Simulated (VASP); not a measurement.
Given:

```xyz
3
Lattice="0.0000 3.2744 3.2744 3.2744 0.0000 3.2744 3.2744 3.2744 0.0000" Properties=species:S:1:pos:R:3 pbc="T T T"
Na     1.6372     1.6372     1.6372
Na     4.9117     4.9117     4.9117
S      3.2744     3.2744     0.0000
```

The numbers are results of PBE GGA, VASP's PBE PAW potentials (set 64) (plane waves; VASP), not measurements. Run with 480 eV cut-off, 6×6×6 Γ-centred mesh, Gaussian smearing of 0.050 eV, potentials Na_pv S.

Energy and stress use the plane-wave basis of the starting cell.

Q: The ions, cell shape and volume at an external pressure of 2.0 GPa are relaxed. Which structure does the run end with?

A: 
```xyz
3
Lattice="0.0000 3.2175 3.2175 3.2175 0.0000 3.2175 3.2175 3.2175 0.0000" Properties=species:S:1:pos:R:3 pbc="T T T"
Na     1.6088     1.6088     1.6088
Na     4.8263     4.8263     4.8263
S      0.0000     0.0000     0.0000
```
Space group Fm-3m (225), at a tolerance of 0.03 Å.

Q: How do energy and volume change from the first to the last step?

A: The energy (σ→0) changes by +7.9 meV/atom and the volume by -5.1 %, in 3 ionic steps.

The compound is Na2S in the antifluorite structure. This run relaxes it under an external pressure of 2 GPa. Symmetry was kept, so distortions that lower it aren't found.
